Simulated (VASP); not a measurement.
VASP ran on this input.

POSCAR:
```
Ba2NF
1.0
  1.9645167387   1.1342138223   6.5589567190
 -1.9645167387   1.1342138223   6.5589567190
  0.0000000000  -2.2684286043   6.5589567160
Ba N F
2 1 1
Cart
 -0.0000000000  -0.0000007262  14.8895713686
 -0.0000000000  -0.0000002335   4.7872987854
  0.0000000000  -0.0000004798   9.8384350770
  0.0000000000   0.0000000000   0.0000000000
```

File KPOINTS:
```
Regular mesh
0
gamma
 6 6 6
```

### INCAR
```
LCHARG = .FALSE.
LREAL = .FALSE.
IBRION = 2   # conjugate gradients
EDIFF = 1E-6
LMAXMIX = 4   # l cut-off of mixed one-centre charges
ISMEAR = 0   # Gaussian
ENCUT = 520   # plane-wave cut-off (eV)
PREC = Accurate
SIGMA = 0.05   # width (eV)
NSW = 60
EDIFFG = -0.02   # ionic stop
SYSTEM = Ba2NF
NELM = 100
ALGO = Normal   # blocked Davidson
LASPH = .TRUE.
LWAVE = .FALSE.
ISIF = 3
```

POTCAR, in this order: Ba_sv N F (LDA.64 set). Program: vasp_std.

Problem. Translate this LDA calculation to Quantum ESPRESSO's pw.x.

Solution. One equivalent input (not run):
```
&CONTROL
  calculation = 'vc-relax'
  pseudo_dir = './pseudo'
  outdir = './out'
  tprnfor = .true.
  tstress = .true.
  nstep = 60
  forc_conv_thr = 0.00078
/
&SYSTEM
  ibrav = 0
  nat = 4
  ntyp = 3
  ecutwfc = 84
  occupations = 'smearing'
  smearing = 'gaussian'
  degauss = 0.003675
  input_dft = 'pz'
/
&ELECTRONS
  conv_thr = 7.3e-08
  electron_maxstep = 100
/
&IONS
/
&CELL
/
ATOMIC_SPECIES
  Ba 137.327 Ba.upf
  N 14.007 N.upf
  F 18.998 F.upf
CELL_PARAMETERS angstrom
     1.9645167    1.1342138    6.5589567
    -1.9645167    1.1342138    6.5589567
     0.0000000   -2.2684286    6.5589567
ATOMIC_POSITIONS crystal
  Ba   0.7567043  0.7567043  0.7567043
  Ba   0.2432957  0.2432957  0.2432957
  N    0.5000000  0.5000000  0.5000000
  F    0.0000000  0.0000000  0.0000000
K_POINTS automatic
  6 6 6 0 0 0
```
What does not carry over: the potentials are each code's own (VASP's PAW set, PseudoDojo norm-conserving files in pw.x), so ENCUT and ecutwfc are chosen apart and not converted; conv_thr bounds pw.x's estimated SCF error, while EDIFF bounds the energy change between steps; forc_conv_thr acts on force components and is met together with etot_conv_thr.

The structure comes from a computed database's Ba2NF entry (R-3m); how it stands against other phases isn't given here. This run relaxes it. Symmetry was kept, so distortions that lower it aren't found. The start is the result of an earlier pass.
